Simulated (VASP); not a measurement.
Output of a VASP run:

**OSZICAR**
```
       N       E                     dE             d eps       ncg     rms          rms(c)
DAV:   1     0.157900721009E+03    0.15790E+03   -0.12897E+04  2688   0.142E+03
DAV:   2     0.582296442042E+00   -0.15732E+03   -0.15379E+03  2720   0.364E+02
DAV:   3    -0.259397326013E+01   -0.31763E+01   -0.31730E+01  3448   0.618E+01
DAV:   4    -0.259748796537E+01   -0.35147E-02   -0.35146E-02  3056   0.178E+00
DAV:   5    -0.259749735852E+01   -0.93932E-05   -0.93933E-05  3456   0.876E-02    0.476E+00
DAV:   6    -0.242607193356E+01    0.17143E+00   -0.47798E-01  2864   0.925E+00    0.375E+00
DAV:   7    -0.241374041300E+01    0.12332E-01   -0.38127E-02  3032   0.201E+00    0.198E+00
DAV:   8    -0.241192307992E+01    0.18173E-02   -0.34332E-03  2944   0.865E-01    0.104E-01
DAV:   9    -0.241193553831E+01   -0.12458E-04   -0.27769E-05  3392   0.651E-02    0.450E-02
DAV:  10    -0.241195642992E+01   -0.20892E-04   -0.15280E-05  3016   0.483E-02    0.335E-03
DAV:  11    -0.241195634029E+01    0.89627E-07   -0.11145E-07  1824   0.358E-03
   1 F= -.24119563E+01 E0= -.24120266E+01  d E =-.241196E+01
```

OUTCAR:
```
------------------------ aborting loop because EDIFF is reached ----------------------------------------
  FORCE on cell =-STRESS in cart. coord.  units (eV):
  Direction    XX          YY          ZZ          XY          YZ          ZX
  --------------------------------------------------------------------------------------
  Total        0.0055938      0.0055938     -0.0052508     -0.0000000     -0.0000000      0.0000000
  in kB        0.2135865      0.2135866     -0.2004885     -0.0000000     -0.0000000      0.0000000
  external PRESSURE =       0.0755615 kB  Pullay stress =       0.0000000 kB
  volume of cell :       41.96
      direct lattice vectors                 reciprocal lattice vectors
     2.967219359  0.000000000  0.000000000     0.337015865  0.194576178  0.000000000
    -1.483609679  2.569687636  0.000000000     0.000000000  0.389152357  0.000000000
     0.000000000  0.000000000  5.503225994     0.000000000  0.000000000  0.181711600
 POSITION                                       TOTAL-FORCE (eV/Angst)
 -----------------------------------------------------------------------------------
      1.48361      0.85656      4.12742        -0.000000      0.000000      0.000000
     -0.00000      1.71313      1.37581         0.000000     -0.000000      0.000000
 -----------------------------------------------------------------------------------
    total drift:                               -0.000157      0.000106      0.000002
  FREE ENERGIE OF THE ION-ELECTRON SYSTEM (eV)
  ---------------------------------------------------
  free  energy   TOTEN  =        -2.4119563403 eV

  energy  without entropy=       -2.4121672125  energy(sigma->0) =       -2.41202663

 reached required accuracy - stopping structural energy minimisation
```
(Selected blocks of OUTCAR.)

File POSCAR:
```
Cd
1
    2.9672193587     0.0000000000     0.0000000000
   -1.4836096794     2.5696876361    -0.0000000000
    0.0000000000     0.0000000000     5.5032259939
Cd
2
Direct
  0.6666670000   0.3333330000   0.7500000000
  0.3333330000   0.6666670000   0.2500000000
```

### Question
Reconstruct the remaining input files.

### Answer
This is not unique; one that fits is the input of the run itself, PBEsol GGA, plane waves, VASP's PBE PAW potentials (set 64).

KPOINTS:
```
Automatic mesh
0
Gamma
13 13 6
0 0 0
```

INCAR:
```
# general
SYSTEM  = Cd
PREC    = Accurate
ENCUT   = 480
LREAL   = .FALSE.
LASPH   = .TRUE.

# electronic loop
EDIFF   = 1E-6
NELM    = 100
ALGO    = Normal
LMAXMIX = 4

# smearing
ISMEAR  = 1
SIGMA   = 0.1

# functional
GGA     = PS

# ions
IBRION  = 2
NSW     = 60
ISIF    = 3
EDIFFG  = -0.01

# output
LWAVE   = .FALSE.
LCHARG  = .FALSE.
```

POTCAR, in this order: Cd (PBE.64 set). Program: vasp_std.

The compound is Cd in the hcp structure. It was relaxed first. The start is the result of an earlier pass.
